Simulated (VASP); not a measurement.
A VASP calculation is set up with these files.

### KPOINTS
```
Automatic
0
G
4 4 6
```

POSCAR:
```
ZnF2
1
    4.7138815112    -0.0000000000     0.0000000000
    0.0000000000     4.7138815112     0.0000000000
    0.0000000000     0.0000000000     3.1398455115
Zn F
2 4
Direct
  0.0000000000   0.0000000000   1.0000000000
  0.5000000000   0.5000000000   0.5000000000
  0.3031691144   0.3031691144   1.0000000000
  0.8031691144   0.1968308856   0.5000000000
  0.1968308856   0.8031691144   0.5000000000
  0.6968308856   0.6968308856   0.0000000000
```

### INCAR
```
SYSTEM=ZnF2
PREC=Accurate; ENCUT=520; LREAL=.FALSE.
LASPH=.TRUE.
EDIFF=1E-6; NELM=100; ALGO=Normal
LMAXMIX=4
ISMEAR=0; SIGMA=0.05
GGA=PS
IBRION=2; NSW=60; ISIF=3
EDIFFG=-0.02
LWAVE=.FALSE.; LCHARG=.FALSE.
```

POTCAR, in this order: Zn F (PBE.64 set). Program: vasp_std.

### Question
Write an equivalent input for Quantum ESPRESSO's pw.x.

### Answer
One equivalent input (not run):
```
&CONTROL
  calculation = 'vc-relax'
  pseudo_dir = './pseudo'
  outdir = './out'
  tprnfor = .true.
  tstress = .true.
  nstep = 60
  forc_conv_thr = 0.00078
/
&SYSTEM
  ibrav = 0
  nat = 6
  ntyp = 2
  ecutwfc = 84
  occupations = 'smearing'
  smearing = 'gaussian'
  degauss = 0.003675
  input_dft = 'pbesol'
/
&ELECTRONS
  conv_thr = 7.3e-08
  electron_maxstep = 100
/
&IONS
/
&CELL
/
ATOMIC_SPECIES
  Zn 65.380 Zn.upf
  F 18.998 F.upf
CELL_PARAMETERS angstrom
     4.7138815   -0.0000000    0.0000000
     0.0000000    4.7138815    0.0000000
     0.0000000    0.0000000    3.1398455
ATOMIC_POSITIONS crystal
  Zn   0.0000000  0.0000000  1.0000000
  Zn   0.5000000  0.5000000  0.5000000
  F    0.3031691  0.3031691  1.0000000
  F    0.8031691  0.1968309  0.5000000
  F    0.1968309  0.8031691  0.5000000
  F    0.6968309  0.6968309  0.0000000
K_POINTS automatic
  4 4 6 0 0 0
```
What does not carry over: the potentials are each code's own (VASP's PAW set, PseudoDojo norm-conserving files in pw.x), so ENCUT and ecutwfc are chosen apart and not converted; conv_thr bounds pw.x's estimated SCF error, while EDIFF bounds the energy change between steps; forc_conv_thr acts on force components and is met together with etot_conv_thr.

The compound is ZnF2 in the rutile structure. This run relaxes it. Symmetry was kept, so distortions that lower it aren't found. The start is the result of an earlier pass.
